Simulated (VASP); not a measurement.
Method: PBEsol GGA, VASP's PBE PAW potentials (set 64) (plane waves; VASP).

The input files of a VASP run:

INCAR:
```
SYSTEM = CdTe
PREC = Accurate
ENCUT = 400
EDIFF = 1E-7
NELM = 100
ALGO = Normal
LREAL = .FALSE.
LASPH = .TRUE.
ISMEAR = 0
SIGMA = 0.05
GGA = PS
LMAXMIX = 4
LWAVE = .FALSE.
LCHARG = .FALSE.
LORBIT = 11
ICHARG = 11
```

POSCAR:
```
CdTe
1
    0.0000000000     3.2421477848     3.2421477848
    3.2421477848     0.0000000000     3.2421477848
    3.2421477848     3.2421477848     0.0000000000
Cd Te
1 1
Direct
  1.0000000000   1.0000000000   1.0000000000
  0.2500000000   0.2500000000   0.2500000000
```

KPOINTS:
```
k-points along high-symmetry lines
15
Line-mode
Reciprocal
  0.000000   0.000000   0.000000 ! GAMMA
 -0.500000  -0.500000   0.000000 ! X

 -0.500000  -0.500000   0.000000 ! X
 -0.375000  -0.375000   0.250000 ! U

 -0.375000   0.000000   0.375000 ! K
  0.000000   0.000000   0.000000 ! GAMMA

  0.000000   0.000000   0.000000 ! GAMMA
  0.000000   0.000000   0.500000 ! L

  0.000000   0.000000   0.500000 ! L
 -0.500000  -0.250000   0.250000 ! W

 -0.500000  -0.250000   0.250000 ! W
 -0.500000  -0.500000   0.000000 ! X
```

POTCAR, in this order: Cd Te (PBE.64 set). Program: vasp_std. Read from the step before: CHGCAR.

The resulting files:

OUTCAR:
```
 ion  position               nearest neighbor table
   1  0.000  0.000  0.000-   2 2.81   2 2.81   2 2.81   2 2.81
   2  0.250  0.250  0.250-   1 2.81   1 2.81   1 2.81   1 2.81
  LATTYP: Found a face centered cubic cell.
 ALAT       =     6.4842955696
 Subroutine PRICEL returns:
 Original cell was already a primitive cell.
 Subroutine GETGRP returns: Found 24 space group operations
The static configuration has the point symmetry T_d .
The dynamic configuration has the point symmetry T_d .
 Subroutine INISYM returns: Found 24 space group operations
   k-points           NKPTS =     90   k-points in BZ     NKDIM =     90   number of bands    NBANDS=     13
   number of dos      NEDOS =    301   number of ions     NIONS =      2
   total plane-waves  NPLWV =  27000
   dimension x,y,z NGX =    30 NGY =   30 NGZ =   30
   dimension x,y,z NGXF=    60 NGYF=   60 NGZF=   60
   ions per type =               1   1
   PREC   = accura    normal or accurate (medium, high low for compatibility)
   ISTART =      0    job   : 0-new  1-cont  2-samecut
   ICHARG =     11    charge: 1-file 2-atom 10-const
   ISPIN  =      1    spin polarized calculation?
   LNONCOLLINEAR =      F non collinear calculations
   LSORBIT =      F    spin-orbit coupling
   INIWAV =      1    electr: 0-lowe 1-rand  2-diag
   ENCUT  =  400.0 eV  29.40 Ry    5.42 a.u.   7.48  7.48  7.48*2*pi/ulx,y,z
   NELM   =    100;   NELMIN=  2; NELMDL= -5     # of ELM steps
   EDIFF  = 0.1E-06   stopping-criterion for ELM
   LREAL  =      F    real-space projection
   NLSPLINE    = F    spline interpolate recip. space projectors
   LMAXMIX     =    4 max onsite mixed and CHGCAR
   VOSKOWN=      0    Vosko Wilk Nusair interpolation
   EDIFFG = 0.1E-05   stopping-criterion for IOM
   NSW    =      0    number of steps for IOM
   NBLOCK =      1;   KBLOCK =      1    inner block; outer block
   IBRION =     -1    ionic relax: 0-MD 1-quasi-New 2-CG
   NFREE  =      0    steps in history (QN), initial steepest desc. (CG)
   ISIF   =      2    stress and relaxation
   ISYM   =      2    0-nonsym 1-usesym 2-fastsym
   TEIN   =    0.0    initial temperature
   TEBEG  =    0.0;   TEEND  =   0.0 temperature during run
...
```

**OSZICAR**
```
       N       E                     dE             d eps       ncg     rms          rms(c)
DAV:   1     0.876456541984E+02    0.87646E+02   -0.74081E+03  2364   0.965E+02
DAV:   2    -0.131279274118E+01   -0.88958E+02   -0.85799E+02  2780   0.257E+02
DAV:   3    -0.451779062225E+01   -0.32050E+01   -0.31670E+01  2675   0.511E+01
DAV:   4    -0.454699805217E+01   -0.29207E-01   -0.29205E-01  3464   0.432E+00
DAV:   5    -0.454707917590E+01   -0.81124E-04   -0.81123E-04  2740   0.194E-01
DAV:   6    -0.454708100029E+01   -0.18244E-05   -0.18244E-05  3376   0.204E-02
DAV:   7    -0.454708102413E+01   -0.23841E-07   -0.23845E-07  2293   0.162E-03
   1 F= -.45470810E+01 E0= -.45470810E+01  d E =-.448847E-15
```

File OUTCAR:
```
 val. band max:        2.1978062491   @ k =   0.0000   0.0000   0.0000

 cond. band min:       2.8539787385   @ k =   0.0000   0.0000   0.0000



 k-point     1 :       0.0000    0.0000    0.0000
  band No.  band energies     occupation
      1      -9.0063      2.00000
      2      -6.0507      2.00000
      3      -6.0507      2.00000
      4      -6.0507      2.00000
      5      -5.7867      2.00000
      6      -5.7867      2.00000
      7       2.1978      2.00000
      8       2.1978      2.00000
      9       2.1978      2.00000
     10       2.8540      0.00000
     11       6.7443      0.00000
     12       6.7443      0.00000
     13       6.7443      0.00000

 k-point     2 :      -0.0357   -0.0357    0.0000
  band No.  band energies     occupation
      1      -8.9996      2.00000
      2      -6.0489      2.00000
      3      -6.0489      2.00000
      4      -6.0472      2.00000
      5      -5.7873      2.00000
      6      -5.7863      2.00000
      7       1.9576      2.00000
      8       2.1623      2.00000
      9       2.1623      2.00000
     10       3.0990      0.00000
     11       6.6731      0.00000
     12       6.7954      0.00000
     13       6.7954      0.00000

 k-point     3 :      -0.0714   -0.0714    0.0000
  band No.  band energies     occupation
      1      -8.9797      2.00000
      2      -6.0433      2.00000
      3      -6.0433      2.00000
      4      -6.0364      2.00000
      5      -5.7892      2.00000
      6      -5.7851      2.00000
      7       1.5490      2.00000
      8       2.0611      2.00000
      9       2.0611      2.00000
     10       3.5196      0.00000
     11       6.4888      0.00000
     12       6.9432      0.00000
     13       6.9432      0.00000

 k-point     4 :      -0.1071   -0.1071    0.0000
  band No.  band energies     occupation
      1      -8.9476      2.00000
      2      -6.0345      2.00000
      3      -6.0345      2.00000
      4      -6.0181      2.00000
...
```

The density is held fixed in this step, so its total energy and stress have no physical meaning. Unless said otherwise, spin-orbit coupling is left out, though it shifts the bands of the heavy elements here.

The structure comes from a measured CdTe entry (F-43m) of the Crystallography Open Database, whose conditions weren't checked. It was relaxed first.
